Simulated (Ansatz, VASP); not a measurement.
# GaB3P3N: VASP beside Ansatz, part 3 of 3

Wanted: the spread between two codes on one cell, functional and k mesh. The cell is generated by rule, not measured, and may not be a known phase. The cell is taken from a series of runs on this material, whose earlier steps may have relaxed, scaled, displaced or heated it; both programs get it as it stands.

VASP 6.6.1 and Ansatz 0.2.0.

So far: Starting point; Ansatz: relaxation of cell and atoms, LDA, pair 1; VASP: relaxation of cell and atoms, LDA, pair 1; Side by side; VASP: relaxation of cell and atoms, LDA, pair 2; Ansatz: relaxation of cell and atoms, LDA, pair 2.

**8. Ansatz: relaxation of cell and atoms, LDA, pair 3**

Level of this step: Ansatz beside VASP: Kohn-Sham DFT, plane waves, LDA (Ansatz).

The relaxed volume is the usual yardstick between codes: in a stiff, nearly cubic crystal its relative difference is about their pressure difference at one cell divided by the bulk modulus. Its start cell is another than that of the pair before, and may be another structure of the material.

The cell is taken from a series of runs on this material, whose earlier steps may have relaxed, scaled, displaced or heated it; both programs get it as it stands.

Input file input.yaml:

```yaml
crystal:
  lattice:
    - [3.1869793502, 0.0, 0.0]
    - [0.0, 1.6761910797, 9.4422267317]
    - [0.0, -1.6761910797, 9.4422267317]
  atoms:
    - { symbol: B, position: [0.0, 0.7695957515, 0.7695957515] }
    - { symbol: B, position: [0.5, 0.1530795065, 0.1530795065] }
    - { symbol: B, position: [0.0, 0.5357841325, 0.5357841325] }
    - { symbol: Ga, position: [0.5, 0.8960056511, 0.8960056511] }
    - { symbol: "N", position: [0.0, 0.8417900881, 0.8417900881] }
    - { symbol: P, position: [0.5, 0.7115143821, 0.7115143821] }
    - { symbol: P, position: [0.0, 0.0937961046, 0.0937961046] }
    - { symbol: P, position: [0.5, 0.4774095888, 0.4774095888] }
kpoints:
  mp_grid: { grid: [12, 12, 12] }
hamiltonian:
  xc: lda
scf:
  occupations: { method: methfessel_paxton, width: 0.2 }
output:
  forces: true
  stress: true
  eigenvalues: true
relax:
  adjacent_minimum: "off"
  f_tol: 0.001
  max_steps: 60
  cell: { stress_tol: 0.01 }
```

Run with:

```console
> ansatz run input.yaml --threads 8 --pin off --max-ram 14336MiB --backend cpu --events-out ev --progress --plain --runs-dir out
```

Numbers of over 12 decimals in the logs are rounded to 6 here.

The program printed:

```text
[...]
- [0, -1.676074, 9.442465]
  atoms:
    - { symbol: B, position: [0, 0.769594, 0.769594] }
    - { symbol: B, position: [0.5, 0.153082, 0.153082] }
    - { symbol: B, position: [0, 0.535784, 0.535784] }
    - { symbol: Ga, position: [0.5, 0.895999, 0.895999] }
    - { symbol: N, position: [0, 0.841789, 0.841789] }
    - { symbol: P, position: [0.5, 0.711515, 0.711515] }
    - { symbol: P, position: [0, 0.093797, 0.093797] }
    - { symbol: P, position: [0.5, 0.477413, 0.477413] }
[key lines of the parts left out:]
SCF converged after 10 iterations
Free energy (F): -6710.710044 eV
Fermi energy:    9.035048 eV
P = ⅓ Tr σ = -0.0004 GPa (-0.004 kbar)
```

**9. VASP: relaxation of cell and atoms, LDA, pair 3**

The same cell, functional (in two slightly different forms), mesh and smearing now go to VASP, with its own data sets.

Input file INCAR:

```
SYSTEM = GaB3P3N
PREC = Accurate
ENCUT = 600
EDIFF = 1E-07
NELM = 120
ISMEAR = 1
SIGMA = 0.2
LREAL = .FALSE.
ALGO = Normal
GGA = CA
NBANDS = 29
LORBIT = 11
LWAVE = .FALSE.
LCHARG = .FALSE.
ISIF = 3
IBRION = 2
NSW = 80
EDIFFG = -0.005
LASPH = .TRUE.
GGA_COMPAT = .FALSE.
NELMIN = 4
KPAR = 2
```

Input file POSCAR:

```
GaB3P3N
1.0
    3.1869790000      0.0000000000      0.0000000000
    0.0000000000      1.6761910000      9.4422270000
    0.0000000000     -1.6761910000      9.4422270000
B Ga N P
3 1 1 3
Direct
    0.0000000000      0.7695957214      0.7695957214
    0.5000001569      0.1530795119      0.1530795119
    0.0000000000      0.5357841429      0.5357841429
    0.5000001569      0.8960056245      0.8960056245
    0.0000000000      0.8417900777      0.8417900777
    0.5000001569      0.7115143493      0.7115143493
    0.0000000000      0.0937960928      0.0937960928
    0.5000001569      0.4774095666      0.4774095666
```

Input file KPOINTS:

```
Automatic mesh
0
Gamma
12 12 12
0 0 0
```

Potentials, in the order of the species: B, Ga_d, N and P (LDA family, release 64).

Run with:

```console
> mpirun -np 2 vasp_std
```

The program printed:

```text
[... set-up lines as in an earlier step ...]
 entering main loop
       N       E                     dE             d eps       ncg     rms          rms(c)
DAV:   1     0.337241874296E+03    0.33724E+03   -0.20614E+04 18275   0.189E+03
DAV:   2    -0.122769432758E+02   -0.34952E+03   -0.33125E+03 19465   0.487E+02
DAV:   3    -0.583982934200E+02   -0.46121E+02   -0.44797E+02 20854   0.132E+02
DAV:   4    -0.604468019896E+02   -0.20485E+01   -0.20343E+01 23314   0.291E+01
[...]
DAV:  14    -0.558615813941E+02   -0.20484E-06   -0.31494E-06 27087   0.171E-02    0.583E-03
DAV:  15    -0.558615814998E+02   -0.10568E-06   -0.64677E-07 20425   0.463E-03    0.247E-03
DAV:  16    -0.558615814655E+02    0.34242E-07   -0.30941E-07 17792   0.478E-03
   1 F= -.55861581E+02 E0= -.55862035E+02  d E =-.558616E+02
[... from here on, the cycles between the ionic steps are left out ...]
   2 F= -.55861689E+02 E0= -.55862145E+02  d E =-.107236E-03
   3 F= -.55861721E+02 E0= -.55862176E+02  d E =-.139190E-03
   4 F= -.55861714E+02 E0= -.55862178E+02  d E =0.644138E-05
   5 F= -.55861741E+02 E0= -.55862200E+02  d E =-.202580E-04
   6 F= -.55861756E+02 E0= -.55862205E+02  d E =-.153513E-04
   7 F= -.55861758E+02 E0= -.55862210E+02  d E =-.174567E-04
   8 F= -.55861764E+02 E0= -.55862215E+02  d E =-.594217E-05
   9 F= -.55861764E+02 E0= -.55862215E+02  d E =-.595004E-05
  10 F= -.55861764E+02 E0= -.55862218E+02  d E =0.396014E-06
  11 F= -.55861765E+02 E0= -.55862217E+02  d E =-.621003E-06
[...]
reached required accuracy - stopping structural energy minimisation
```

Parts of OUTCAR (step 9):

```text
  Total       -0.0014673      0.0067119      0.0034938      0.0000000      0.0000000      0.0000000
  in kB       -0.0232970      0.1065681      0.0554732      0.0000000      0.0000000      0.0000000
  external PRESSURE =       0.0462481 kB  Pullay stress =       0.0000000 kB

 POSITION                                       TOTAL-FORCE (eV/Angst)
 -----------------------------------------------------------------------------------
      0.00000      0.00000     14.53649         0.000000      0.000000     -0.003989
      1.59387      0.00000      2.89133         0.000000      0.000000     -0.000228
      0.00000      0.00000     10.12253         0.000000      0.000000     -0.000116
      1.59387      0.00000     16.92828         0.000000      0.000000     -0.001044
      0.00000      0.00000     15.90029         0.000000      0.000000      0.000940
      1.59387      0.00000     13.44030         0.000000      0.000000      0.001134
      0.00000      0.00000      1.77244         0.000000      0.000000      0.002301
      1.59387      0.00000      9.02113         0.000000      0.000000      0.001001
 -----------------------------------------------------------------------------------
    total drift:                               -0.000368     -0.000000      0.000307

  FREE ENERGIE OF THE ION-ELECTRON SYSTEM (eV)
  ---------------------------------------------------
  free  energy   TOTEN  =       -55.8617649409 eV

  energy  without entropy=      -55.8631218642  energy(sigma->0) =      -55.86221725

[... 1 part as in an earlier step ...]

[... 3 further parts left out ...]
[key lines of the parts left out:]
E-fermi :   6.9181
```

**10. Side by side**

Both answers:

```
                                         quantity  Ansatz    VASP  difference
                                      volume (Å³)  100.88  100.91     -0.03 %
edge a after relaxation, in the typed setting (Å)   3.187   3.188     -0.02 %
edge b after relaxation, in the typed setting (Å)   9.590   9.593     -0.03 %
```

**11. What came out**

| Quantity | Value |
| --- | --- |
| difference in volume (relaxation of cell and atoms, LDA, pair 1) | -0.039 % |
| difference in volume (relaxation of cell and atoms, LDA, pair 2) | -0.050 % |
| difference in volume (relaxation of cell and atoms, LDA, pair 3) | -0.031 % |

In words: The difference in volume is -0.050 % (relaxation of cell and atoms, LDA, pair 2), within the 1.2 % picked in this series as the mark of a large difference, as far as the stopping tolerances let one tell. 1 further run of this series is not shown here. Such differences can come from data sets, numerical settings and the points named under the comparisons, not from the functional's error against experiment.

[Lines on the potential files, build, host, timing and source positions are cut from VASP's logs without a mark.]

[Logs are printed without paths, hosts, clocks, repeated set-up lines and the standing remarks that a program may print on its own settings, such as how far it seeks lower states.]

[Hosts, paths, dates, database ids (printed as entryN), source tags and the programs' standing remarks are cut or masked in the printed files.]
